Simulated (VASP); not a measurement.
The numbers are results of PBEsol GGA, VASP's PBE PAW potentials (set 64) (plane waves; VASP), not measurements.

A VASP calculation is set up with these files.

**INCAR**
```
# general
SYSTEM  = PIr2
PREC    = Accurate
ENCUT   = 300
LREAL   = .FALSE.
LASPH   = .TRUE.

# electronic loop
EDIFF   = 1E-6
NELM    = 100
ALGO    = Normal
LMAXMIX = 6

# smearing
ISMEAR  = 0
SIGMA   = 0.05

# functional
GGA     = PS

# ions
ISIF    = 2

# output
LWAVE   = .FALSE.
LCHARG  = .FALSE.
```

KPOINTS:
```
Automatic mesh
0
Gamma
10 10 10
0 0 0
```

File POSCAR:
```
PIr2
1
    0.0000000000     2.7787450000     2.7787450000
    2.7787450000     0.0000000000     2.7787450000
    2.7787450000     2.7787450000     0.0000000000
P Ir
1 2
Direct
  0.0000000000   0.0000000000   0.0000000000
  0.2500000000   0.2500000000   0.2500000000
  0.7500000000   0.7500000000   0.7500000000
```

POTCAR, in this order: P Ir (PBE.64 set). Program: vasp_std.

The run wrote:

OSZICAR:
```
       N       E                     dE             d eps       ncg     rms          rms(c)
DAV:   1     0.130006028225E+03    0.13001E+03   -0.75058E+03  1410   0.918E+02
DAV:   2    -0.189542458832E+02   -0.14896E+03   -0.14408E+03  1459   0.330E+02
DAV:   3    -0.276856341779E+02   -0.87314E+01   -0.85280E+01  1928   0.731E+01
DAV:   4    -0.278332698041E+02   -0.14764E+00   -0.14756E+00  1543   0.115E+01
DAV:   5    -0.278374380335E+02   -0.41682E-02   -0.41679E-02  2076   0.156E+00    0.241E+01
DAV:   6    -0.268281232156E+02    0.10093E+01   -0.40401E+00  2110   0.220E+01    0.941E+00
DAV:   7    -0.267265447031E+02    0.10158E+00   -0.91325E-02  1690   0.260E+00    0.479E+00
DAV:   8    -0.266971234431E+02    0.29421E-01   -0.40570E-02  1557   0.132E+00    0.684E-01
DAV:   9    -0.266965390556E+02    0.58439E-03   -0.38827E-03  1689   0.454E-01    0.367E-01
DAV:  10    -0.266964153382E+02    0.12372E-03   -0.42646E-04  1809   0.255E-01    0.374E-02
DAV:  11    -0.266964069575E+02    0.83807E-05   -0.22240E-05  1680   0.415E-02    0.274E-02
DAV:  12    -0.266964072832E+02   -0.32569E-06   -0.13893E-06  1332   0.116E-02
   1 F= -.26696407E+02 E0= -.26696302E+02  d E =-.211410E-03
```

**OUTCAR**
```
------------------------ aborting loop because EDIFF is reached ----------------------------------------
  FORCE on cell =-STRESS in cart. coord.  units (eV):
  Direction    XX          YY          ZZ          XY          YZ          ZX
  --------------------------------------------------------------------------------------
  Total       -0.9664405     -0.9664405     -0.9664405     -0.0000000     -0.0000000     -0.0000000
  in kB      -36.0835816    -36.0835816    -36.0835816     -0.0000000     -0.0000000     -0.0000000
  external PRESSURE =     -36.0835816 kB  Pullay stress =       0.0000000 kB
  volume of cell :       42.91
      direct lattice vectors                 reciprocal lattice vectors
     0.000000000  2.778745000  2.778745000    -0.179937346  0.179937346  0.179937346
     2.778745000  0.000000000  2.778745000     0.179937346 -0.179937346  0.179937346
     2.778745000  2.778745000  0.000000000     0.179937346  0.179937346 -0.179937346
 POSITION                                       TOTAL-FORCE (eV/Angst)
 -----------------------------------------------------------------------------------
      0.00000      0.00000      0.00000         0.000000      0.000000     -0.000000
      1.38937      1.38937      1.38937        -0.000000     -0.000000     -0.000000
      4.16812      4.16812      4.16812         0.000000      0.000000      0.000000
 -----------------------------------------------------------------------------------
    total drift:                                0.000000      0.000000      0.000000
  FREE ENERGIE OF THE ION-ELECTRON SYSTEM (eV)
  ---------------------------------------------------
  free  energy   TOTEN  =       -26.6964072832 eV

  energy  without entropy=      -26.6961958728  energy(sigma->0) =      -26.69630158
```
(Selected blocks of OUTCAR.)

At this cut-off the stress carries a Pulay error, which pulls relaxed volumes low.

The structure comes from a computed database's PIr2 entry (Fm-3m); how it stands against other phases isn't given here. The cell was not relaxed at this level. The run is one of a series of settings (GGA = PS, POTCAR P Ir (PBE.64 set) against the base run), some of them coarse on purpose. The electron count is odd and the run is not spin-polarised, which forces a metal.
